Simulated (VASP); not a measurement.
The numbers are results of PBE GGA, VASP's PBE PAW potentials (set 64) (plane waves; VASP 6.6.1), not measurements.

VASP ran on this input.

INCAR:
```
ALGO = Normal
EDIFF = 1E-6
EDIFFG = -0.02
ENCUT = 620
GGA = PE
IBRION = 2
ISIF = 3
ISMEAR = 0
LASPH = .TRUE.
LCHARG = .FALSE.
LMAXMIX = 4
LREAL = .FALSE.
LWAVE = .FALSE.
NELM = 100
NSW = 40
PREC = Accurate
PSTRESS = 450
SIGMA = 0.05
SYSTEM = ZnO
```

**POSCAR**
```
ZnO
1
    1.5570638950    -2.6969142562     0.0000000000
    1.5570638950     2.6969142562     0.0000000000
    0.0000000000     0.0000000000     5.0225432309
Zn O
2 2
Direct
  0.6666670000   0.3333330000   0.5014129460
  0.3333330000   0.6666670000   0.0014129460
  0.6666670000   0.3333330000   0.8805870540
  0.3333330000   0.6666670000   0.3805870540
```

File KPOINTS:
```
K-points
0
G
 8 8 5
```

POTCAR, in this order: Zn O (PBE.64 set). Program: vasp_std.

Task: What will the output report for the number of irreducible k-points (NKPTS), largest plane-wave count, number of space-group operations, FFT grid (NGX, NGY, NGZ)?

Result: 
The number of irreducible k-points (NKPTS) is 30, the largest plane-wave count is 1496 and the number of space-group operations comes out as 12. The FFT grid (NGX, NGY, NGZ) comes out as 28 × 28 × 42.

The compound is ZnO in the wurtzite structure. This run relaxes it under an external pressure of 45 GPa. Symmetry was kept, so distortions that lower it aren't found.
